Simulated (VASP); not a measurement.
Computed with PBE GGA, VASP's PBE PAW potentials (set 64) (plane waves; VASP).

A VASP calculation is set up with these files.

### POSCAR
```
Mo
1
   -1.5750000000     1.5750000000     1.5750000000
    1.5750000000    -1.5750000000     1.5750000000
    1.5750000000     1.5750000000    -1.5750000000
Mo
1
Direct
  0.0000000000   0.0000000000   0.0000000000
```

### INCAR
```
SYSTEM = Mo
PREC = Accurate; ENCUT = 400; LREAL = .False.
LASPH = .True.; NELECT = 13.9
EDIFF = 1E-6; NELM = 100; ALGO = Normal
LMAXMIX = 4
ISMEAR = 0; SIGMA = 0.05
GGA = PE
ISIF = 2
LWAVE = .False.; LCHARG = .False.
```

### KPOINTS
```
Automatic mesh
0
Gamma
15 15 15
0 0 0
```

POTCAR, in this order: Mo_sv (PBE.64 set). Program: vasp_std.

The resulting files:

File OSZICAR:
```
       N       E                     dE             d eps       ncg     rms          rms(c)
DAV:   1     0.712059775021E+02    0.71206E+02   -0.66782E+03  2664   0.989E+02
DAV:   2    -0.119045287867E+02   -0.83111E+02   -0.80265E+02  2856   0.300E+02
DAV:   3    -0.129200630644E+02   -0.10155E+01   -0.10093E+01  3067   0.331E+01
DAV:   4    -0.129225055035E+02   -0.24424E-02   -0.24422E-02  2873   0.191E+00
DAV:   5    -0.129225168373E+02   -0.11334E-04   -0.11333E-04  3080   0.126E-01    0.147E+01
DAV:   6    -0.122657833497E+02    0.65673E+00   -0.11785E+00  2841   0.130E+01    0.374E+00
DAV:   7    -0.121817357068E+02    0.84048E-01   -0.21980E-01  3060   0.530E+00    0.104E+00
DAV:   8    -0.121774820056E+02    0.42537E-02   -0.35773E-03  2784   0.819E-01    0.255E-01
DAV:   9    -0.121775171000E+02   -0.35094E-04   -0.16315E-04  3107   0.177E-01    0.761E-02
DAV:  10    -0.121775242640E+02   -0.71641E-05   -0.10232E-05  2832   0.412E-02    0.658E-03
DAV:  11    -0.121775246041E+02   -0.34006E-06   -0.24495E-07  1768   0.544E-03
   1 F= -.12177525E+02 E0= -.12177096E+02  d E =-.858051E-03
```

File OUTCAR:
```
------------------------ aborting loop because EDIFF is reached ----------------------------------------
  FORCE on cell =-STRESS in cart. coord.  units (eV):
  Direction    XX          YY          ZZ          XY          YZ          ZX
  --------------------------------------------------------------------------------------
  Total       -1.3710497     -1.3710497     -1.3710497      0.0000000      0.0000000      0.0000000
  in kB     -140.5601146   -140.5601146   -140.5601146      0.0000000      0.0000000      0.0000000
  external PRESSURE =    -140.5601146 kB  Pullay stress =       0.0000000 kB
  volume of cell :       15.63
      direct lattice vectors                 reciprocal lattice vectors
    -1.575000000  1.575000000  1.575000000     0.000000000  0.317460317  0.317460317
     1.575000000 -1.575000000  1.575000000     0.317460317  0.000000000  0.317460317
     1.575000000  1.575000000 -1.575000000     0.317460317  0.317460317  0.000000000
 POSITION                                       TOTAL-FORCE (eV/Angst)
 -----------------------------------------------------------------------------------
      0.00000      0.00000      0.00000         0.000000      0.000000      0.000000
 -----------------------------------------------------------------------------------
    total drift:                                0.000000      0.000000      0.000000
  FREE ENERGIE OF THE ION-ELECTRON SYSTEM (eV)
  ---------------------------------------------------
  free  energy   TOTEN  =       -12.1775246041 eV

  energy  without entropy=      -12.1766665531  energy(sigma->0) =      -12.17709558
```
(Selected blocks of OUTCAR.)

**OUTCAR**
```
 val. band max:       12.3778195221   @ k =  -0.4000   0.4667   0.2667

 cond. band min:      12.4588968144   @ k =   0.4000   0.1333   0.0667


 Fermi energy:        12.4471932253

 k-point     1 :       0.0000    0.0000    0.0000
  band No.  band energies     occupation
      1     -48.7445      2.00000
      2     -22.0129      2.00000
      3     -22.0129      2.00000
      4     -22.0129      2.00000
      5       5.4233      2.00000
      6      11.2310      2.00000
      7      11.2310      2.00000
      8      11.2310      2.00000
      9      14.2542      0.00000
     10      14.2542      0.00000
     11      27.5083      0.00000

 k-point     2 :       0.0667    0.0000    0.0000
  band No.  band energies     occupation
      1     -48.7334      2.00000
      2     -22.0757      2.00000
      3     -22.0320      2.00000
      4     -22.0125      2.00000
      5       5.6196      2.00000
      6      11.1215      2.00000
      7      11.2134      2.00000
      8      11.4156      2.00000
      9      14.0944      0.00000
     10      14.2580      0.00000
     11      27.6536      0.00000

 k-point     3 :       0.1333    0.0000    0.0000
  band No.  band energies     occupation
      1     -48.7018      2.00000
      2     -22.2554      2.00000
      3     -22.0877      2.00000
      4     -22.0138      2.00000
      5       6.1658      2.00000
      6      10.8258      2.00000
      7      11.1291      2.00000
      8      11.9563      2.00000
      9      13.7893      0.00000
     10      14.2771      0.00000
     11      27.9532      0.00000

 k-point     4 :       0.2000    0.0000    0.0000
  band No.  band energies     occupation
      1     -48.6549      2.00000
      2     -22.5136      2.00000
      3     -22.1685      2.00000
      4     -22.0153      2.00000
      5       6.9049      2.00000
      6      10.4244      2.00000
      7      10.9990      2.00000
      8      12.8197      0.00000
      9      13.6517      0.00000
...
```

The cell is charged, with a uniform compensating background.

The compound is Mo in the bcc structure. The cell was not relaxed at this level. The run is one of a series of settings (ISMEAR = 0, NELECT = 13.9, SIGMA = 0.05 against the base run), some of them coarse on purpose.
